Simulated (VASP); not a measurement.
# Sn3P2 (P4/mbm) in VASP: relaxation of cell and atoms with PBE

Aim: the relaxation of cell and atoms of Sn3P2 with PBE.

All numbers are computed with VASP 6.6.1; they aren't measurements. Logs are shortened: lines on timing, memory, paths and dates and some standing lists are left out, and cuts for length are marked.

### 1 Starting point

The structure is tetragonal, space group P4/mbm (No. 127). Conventional cell: a = 7.650 Å, b = 7.650 Å, c = 4.050 Å, α = 90.00°, β = 90.00°, γ = 90.00°. Sn (site symmetry m2m) has 6 P at 3.04 to 3.08 Å and 4 Sn at 3.46 Å as nearest neighbours. Sn (site symmetry 4/m) is surrounded by 4 P at 3.13 Å and 8 Sn at 3.46 Å. P (site symmetry m2m) is surrounded by 1 P at 2.27 Å.

The cell was built by a generator and needn't be a form met in nature.

### 2 Relaxation of cell and atoms, PBE

Contents of INCAR:

```
SYSTEM = Sn3P2
  PREC = Normal
  ENCUT = 520
  EDIFF = 1E-4
  ISMEAR = 0
  SIGMA = 0.15
  LREAL = Auto
  LASPH = .True.
  NELM = 60
  ALGO = Fast
  ISIF = 3
  LWAVE = .False.
  LCHARG = .False.
  GGA = PE
  IBRION = 2
  NSW = 24
  EDIFFG = -0.08
```

Contents of KPOINTS:

```
regular mesh
0
Gamma
  2 2 4
  0 0 0
```

Contents of POSCAR:

```
Sn3P2
1.0
    7.6500000000      0.0000000000      0.0000000000
    0.0000000000      7.6500000000      0.0000000000
    0.0000000000      0.0000000000      4.0500000000
Sn P
6 4
Direct
    0.3190000000      0.1810000000      0.5000000000
    0.6810000000      0.8190000000      0.5000000000
    0.1810000000      0.6810000000      0.5000000000
    0.8190000000      0.3190000000      0.5000000000
    0.0000000000      0.0000000000      0.0000000000
    0.5000000000      0.5000000000      0.0000000000
    0.3950000000      0.8950000000      0.0000000000
    0.6050000000      0.1050000000      0.0000000000
    0.1050000000      0.3950000000      0.0000000000
    0.8950000000      0.6050000000      0.0000000000
```

Potentials or basis: VASP PAW PBE potentials, release 64 (Sn_d, P).

Started as:

```sh
$ cat potpaw_PBE.64/Sn_d/POTCAR potpaw_PBE.64/P/POTCAR > POTCAR
$ mpirun -np 1 vasp_std > vasp.out
```

OUTCAR:

```text
SYSTEM = Sn3P2
   PREC = Normal
   ENCUT = 520
   EDIFF = 1E-4
   ISMEAR = 0
   LREAL = Auto
   LASPH = .True.
   NELM = 60
   ISIF = 3
   GGA = PE
   IBRION = 2
   NSW = 24
   EDIFFG = -0.08

 ion  position               nearest neighbor table
   1  0.319  0.181  0.500-   7 3.04   8 3.04   7 3.04   8 3.04   9 3.08   9 3.08   6 3.46   6 3.46
                             5 3.46   5 3.46
   2  0.681  0.819  0.500-   7 3.04   8 3.04   7 3.04   8 3.04  10 3.08  10 3.08   6 3.46   6 3.46
                             5 3.46   5 3.46
   3  0.181  0.681  0.500-   9 3.04  10 3.04   9 3.04  10 3.04   7 3.08   7 3.08   6 3.46   6 3.46
                             5 3.46   5 3.46
   4  0.819  0.319  0.500-   9 3.04  10 3.04   9 3.04  10 3.04   8 3.08   8 3.08   6 3.46   6 3.46
                             5 3.46   5 3.46
   5  0.000  0.000  0.000-   7 3.13   8 3.13   9 3.13  10 3.13   1 3.46   2 3.46   3 3.46   4 3.46
                             1 3.46   2 3.46   3 3.46   4 3.46
   6  0.500  0.500  0.000-   7 3.13   8 3.13   9 3.13  10 3.13   1 3.46   2 3.46   3 3.46   4 3.46
                             1 3.46   2 3.46   3 3.46   4 3.46
   7  0.395  0.895  0.000-   8 2.27   2 3.04   1 3.04   1 3.04   2 3.04   3 3.08   3 3.08   5 3.13
                             6 3.13
   8  0.605  0.105  0.000-   7 2.27   2 3.04   1 3.04   1 3.04   2 3.04   4 3.08   4 3.08   5 3.13
                             6 3.13
   9  0.105  0.395  0.000-  10 2.27   4 3.04   3 3.04   3 3.04   4 3.04   1 3.08   1 3.08   5 3.13
                             6 3.13
  10  0.895  0.605  0.000-   9 2.27   4 3.04   3 3.04   3 3.04   4 3.04   2 3.08   2 3.08   5 3.13
                             6 3.13

  LATTYP: Found a simple tetragonal cell.
 ALAT       =     7.6500000000
 C/A-ratio  =     0.5294117647

  Lattice vectors:

 A1 = (   7.6500000000,   0.0000000000,   0.0000000000)
 A2 = (   0.0000000000,   7.6500000000,   0.0000000000)
 A3 = (   0.0000000000,   0.0000000000,   4.0500000000)

Analysis of symmetry for initial positions (statically):
=====================================================================
 Subroutine PRICEL returns:
 Original cell was already a primitive cell.

 Routine SETGRP: Setting up the symmetry group for a
 simple tetragonal supercell.

 Subroutine GETGRP returns: Found 16 space group operations
 (whereof  8 operations were pure point group operations)
 out of a pool of 16 trial point group operations.

The static configuration has the point symmetry C_4h.
 The point group associated with its full space group is D_4h.

Analysis of symmetry for dynamics (positions and initial velocities):
=====================================================================
 Subroutine PRICEL returns:
 Original cell was already a primitive cell.

 Routine SETGRP: Setting up the symmetry group for a
 simple tetragonal supercell.

 Subroutine GETGRP returns: Found 16 space group operations
 (whereof  8 operations were pure point group operations)
 out of a pool of 16 trial point group operations.

The dynamic configuration has the point symmetry C_4h.
 The point group associated with its full space group is D_4h.

 Subroutine INISYM returns: Found 16 space group operations
 (whereof  8 operations are pure point group operations),
 and found     1 'primitive' translations

----------------------------------------------------------------------------------------

                                     Primitive cell

  volume of cell :     237.0161

  direct lattice vectors                    reciprocal lattice vectors
     7.650000000  0.000000000  0.000000000     0.130718954  0.000000000  0.000000000
     0.000000000  7.650000000  0.000000000     0.000000000  0.130718954  0.000000000
     0.000000000  0.000000000  4.050000000     0.000000000  0.000000000  0.246913580

  length of vectors
     7.650000000  7.650000000  4.050000000     0.130718954  0.130718954  0.246913580

  position of ions in fractional coordinates (direct lattice)
     0.319000000  0.181000000  0.500000000
     0.681000000  0.819000000  0.500000000
     0.181000000  0.681000000  0.500000000
     0.819000000  0.319000000  0.500000000
     0.000000000  0.000000000  0.000000000
     0.500000000  0.500000000  0.000000000
     0.395000000  0.895000000  0.000000000
     0.605000000  0.105000000  0.000000000
     0.105000000  0.395000000  0.000000000
     0.895000000  0.605000000  0.000000000

  ion indices of the primitive-cell ions
   primitive index   ion index
                 1           1
                 2           2
                 3           3
                 4           4
                 5           5
                 6           6
                 7           7
                 8           8
                 9           9
                10          10

----------------------------------------------------------------------------------------

 KPOINTS: regular mesh

Automatic generation of k-mesh.
 Grid dimensions read from file:
 generate k-points for:    2    2    4

 Generating k-lattice:

  Cartesian coordinates                     Fractional coordinates (reciprocal lattice)
     0.065359477  0.000000000  0.000000000     0.500000000  0.000000000  0.000000000
     0.000000000  0.065359477  0.000000000     0.000000000  0.500000000  0.000000000
     0.000000000  0.000000000  0.061728395     0.000000000  0.000000000  0.250000000

  Length of vectors
     0.065359477  0.065359477  0.061728395

  Shift w.r.t. Gamma in fractional coordinates (k-lattice)
     0.000000000  0.000000000  0.000000000

 Subroutine IBZKPT returns following result:
 ===========================================

 Found      9 irreducible k-points:

 Following reciprocal coordinates:
            Coordinates               Weight
  0.000000  0.000000  0.000000      1.000000
  0.500000  0.000000  0.000000      2.000000
  0.500000  0.500000  0.000000      1.000000
  0.000000  0.000000  0.250000      2.000000
  0.500000  0.000000  0.250000      4.000000
  0.500000  0.500000  0.250000      2.000000
  0.000000  0.000000  0.500000      1.000000
  0.500000  0.000000  0.500000      2.000000
  0.500000  0.500000  0.500000      1.000000
   k-points           NKPTS =      9   k-points in BZ     NKDIM =      9   number of bands    NBANDS=     62
   number of dos      NEDOS =    301   number of ions     NIONS =     10
   total plane-waves  NPLWV =  55296
   dimension x,y,z NGX =    48 NGY =   48 NGZ =   24
   dimension x,y,z NGXF=    96 NGYF=   96 NGZF=   48
   ions per type =               6   4
   NGX,Y,Z   is equivalent  to a cutoff of  10.43, 10.43,  9.85 a.u.
   NGXF,Y,Z  is equivalent  to a cutoff of  20.86, 20.86, 19.70 a.u.
 SYSTEM =  Sn3P2
   PREC   = normal    normal or accurate (medium, high low for compatibility)
   ISTART =      0    job   : 0-new  1-cont  2-samecut
   ICHARG =      2    charge: 1-file 2-atom 10-const
   ISPIN  =      1    spin polarized calculation?
   LNONCOLLINEAR =      F non collinear calculations
   LSORBIT =      F    spin-orbit coupling
   LASPH  =      T    aspherical Exc in radial PAW
   ENCUT  =  520.0 eV  38.22 Ry    6.18 a.u.  14.22 14.22  7.53*2*pi/ulx,y,z
   NELM   =     60;   NELMIN=  2; NELMDL= -5     # of ELM steps
   EDIFF  = 0.1E-03   stopping-criterion for ELM
   LREAL  =      T    real-space projection
   EDIFFG = -.8E-01   stopping-criterion for IOM
   NSW    =     24    number of steps for IOM
   IBRION =      2    ionic relax: 0-MD 1-quasi-New 2-CG
   NFREE  =      1    steps in history (QN), initial steepest desc. (CG)
   ISIF   =      3    stress and relaxation
   ISYM   =      2    0-nonsym 1-usesym 2-fastsym
   POTIM  = 0.5000    time-step for ionic-motion
   TEBEG  =    0.0;   TEEND  =   0.0 temperature during run
   PSTRESS=    0.0 pullay stress
   NELECT =     104.0000    total number of electrons
   NUPDOWN=      -1.0000    fix difference up-down
   EMIN   =  10.00;   EMAX   =-10.00  energy-range for DOS
   EFERMI =   0.00;   METHOD = LEGACY
   ISMEAR =     0;   SIGMA  =   0.15  broadening in eV -4-tet -1-fermi 0-gaus
   EFERMI_NEDOS =   21; number of points for ismear=-14 and -15
   IALGO  =     68    algorithm
   IMIX   =      4    mixing-type and parameters
     AMIX     =   0.40;   BMIX     =  1.00
     AMIX_MAG =   1.60;   BMIX_MAG =  1.00
  volume/ion in A,a.u.               =      23.70       159.95
  Fermi-wavevector in a.u.,A,eV,Ry     =   1.244018  2.350853 21.056113  1.547581
  Thomas-Fermi vector in A             =   2.378303
   LORBIT       =      0    0 simple, 1 ext, 2 COOP (PROOUT), +10 PAW based schemes
   GGA     = PE    functional components
   LHFCALC =     F    Hartree Fock is set to
   AEXX    =    0.0000 exact exchange contribution
   IVDW    =     0    specifies the selected vdW correction
   LEPSILON=     F    determine dielectric tensor
   LRPA    =     F    only Hartree local field effects (RPA)
 conjugate gradient relaxation of ions
 non-spin polarized calculation
 RMM-DIIS sequential band-by-band and
 Gauss-broadening in eV      SIGMA  =   0.15
  energy-cutoff  :      520.00
  volume of cell :      237.02
 maximum number of plane-waves:      6431
   NGX = 29   NGY = 29   NGZ = 15

--------------------------------------- Ionic step        1  -------------------------------------------

 number of electron     103.9999999 magnetization

 Free energy of the ion-electron system (eV)
  ---------------------------------------------------
  ext. energy  EPLUGINS =         0.00000000
  ---------------------------------------------------
  free energy    TOTEN  =       -42.02890530 eV

  energy without entropy =      -41.98191778  energy(sigma->0) =      -42.00541154

------------------------ aborting loop because EDIFF is reached ----------------------------------------

  FORCE on cell =-STRESS in cart. coord.  units (eV):
  Direction    XX          YY          ZZ          XY          YZ          ZX
  --------------------------------------------------------------------------------------
  -------------------------------------------------------------------------------------
  Total        0.2941083      0.2941083      0.3180467      0.0000000     -0.0000000     -0.0000000
  in kB        1.9881079      1.9881079      2.1499263      0.0000000     -0.0000000     -0.0000000
  external PRESSURE =       2.0420474 kB  Pullay stress =       0.0000000 kB
[... 113 lines left out ...]
  FREE ENERGIE OF THE ION-ELECTRON SYSTEM (eV)
  ---------------------------------------------------
  free  energy   TOTEN  =       -42.1489532577 eV

  energy  without entropy=      -42.0870529307  energy(sigma->0) =      -42.11800309

[... ionic steps 4 to 7 ...]

--------------------------------------- Ionic step        8  -------------------------------------------

 number of electron     103.9999849 magnetization

------------------------ aborting loop because EDIFF is reached ----------------------------------------
[... 83 lines left out ...]
--------------------------------------- Ionic step       10  -------------------------------------------

 number of electron     103.9999858 magnetization

 Free energy of the ion-electron system (eV)
  ---------------------------------------------------
  ext. energy  EPLUGINS =         0.00000000
  ---------------------------------------------------
  free energy    TOTEN  =       -42.24001113 eV

  energy without entropy =      -42.19137855  energy(sigma->0) =      -42.21569484

 E-fermi :   7.8115     XC(G=0): -10.4187

 val. band max:        7.7706668560   @ k =   0.5000   0.0000   0.5000
 cond. band min:       7.8786251265   @ k =   0.5000   0.0000   0.0000
 fundamental gap:      0.1079582705
 Fermi energy:         7.8115302063

 k-point     1 :       0.0000    0.0000    0.0000
  band No.  band energies     occupation
      1     -13.7429      2.00000
      2     -13.7429      2.00000
      3     -13.7331      2.00000
      4     -13.7248      2.00000
      5     -13.7241      2.00000
      6     -13.6948      2.00000
[... 611 lines left out ...]
  FREE ENERGIE OF THE ION-ELECTRON SYSTEM (eV)
  ---------------------------------------------------
  free  energy   TOTEN  =       -42.2400111337 eV

  energy  without entropy=      -42.1913785516  energy(sigma->0) =      -42.21569484

 reached required accuracy - stopping structural energy minimisation
```

Run time: 7.6 min. Hardware: 1 thread of Intel Xeon Platinum 8488C (Sapphire Rapids), shared host; peak memory 0.28 GiB.

Results:

```
Free energy                            : -42.2400 eV
Relaxed volume                         : 23.21 Å³/atom
Relaxed cell                           : a = 7.591 Å, b = 7.591 Å, c = 4.028 Å, α = 90.00°, β = 90.00°, γ = 90.00°
Space group after relaxing (to 0.05 Å) : P4/mbm (No. 127)
Energy gained by relaxing              : 21.1 meV/atom
Ionic steps                            : 10
Pressure after relaxing                : 0.1 GPa
Largest force after relaxing           : 0.036 eV/Å
Band gap on the k mesh                 : none (metal or under the smearing width)
```

Forces in eV/Å, atoms in the order of the input:
```
Sn  -0.026  0.026  0.000
Sn   0.026 -0.026  0.000
Sn   0.026  0.026  0.000
Sn  -0.026 -0.026  0.000
Sn   0.000  0.000  0.000
Sn   0.000  0.000  0.000
P   -0.001 -0.001  0.000
P    0.001  0.001  0.000
P    0.001 -0.001  0.000
P   -0.001  0.001  0.000
```

The path:
```tsv
step	energy change (eV)	largest force (eV/Å)	pressure (GPa)	volume (Å³)
1	0.0000	0.7048	0.20	237.02
2	-0.0861	0.3211	-0.77	238.05
3	-0.1200	0.1757	-1.28	238.93
4	-0.1407	0.1676	-1.97	240.70
5	-0.2024	0.0787	-0.50	234.99
6	-0.2070	0.0639	-0.55	233.95
7	-0.2112	0.0512	0.34	231.86
8	-0.2107	0.1086	-0.02	232.52
9	-0.2110	0.0530	-0.01	232.26
10	-0.2111	0.0362	0.13	232.09
```

Final structure:
```
Sn P
1.0
     7.59056    0.00000    0.00000
     0.00000    7.59056    0.00000
     0.00000    0.00000    4.02826
Sn P
6 4
Direct
  0.31153 0.18847 0.50000
  0.68847 0.81153 0.50000
  0.18847 0.68847 0.50000
  0.81153 0.31153 0.50000
  0.00000 0.00000 0.00000
  0.50000 0.50000 0.00000
  0.38046 0.88046 0.00000
  0.61954 0.11954 0.00000
  0.11954 0.38046 0.00000
  0.88046 0.61954 0.00000
```

Levels at points of the mesh, in eV from the Fermi level:
```
           k point  band 49  band 50  band 51  band 52  band 53  band 54  band 55  band 56
(0.00, 0.00, 0.00)    -1.02    -0.35    -0.35     0.33     0.90     0.94     0.94     1.63
(0.50, 0.00, 0.00)    -0.77    -0.77     0.07     0.07     0.57     0.57     1.21     1.21
(0.50, 0.50, 0.00)    -1.41    -1.41     0.39     0.39     1.32     1.32     1.95     1.95
(0.00, 0.00, 0.50)    -1.75    -0.79    -0.23    -0.23     1.11     1.71     1.71     1.90
(0.50, 0.00, 0.50)    -2.04    -2.04    -0.71    -0.71    -0.04    -0.04     1.09     1.09
(0.50, 0.50, 0.50)    -2.41    -2.41    -1.34    -1.34    -0.26    -0.26     0.31     0.31
```

Caveat: the k mesh is coarse (spacing up to 0.41 Å⁻¹), so the values aren't converged; the relaxation stopped at a loose force limit of 0.08 eV/Å, so its end isn't a converged minimum.
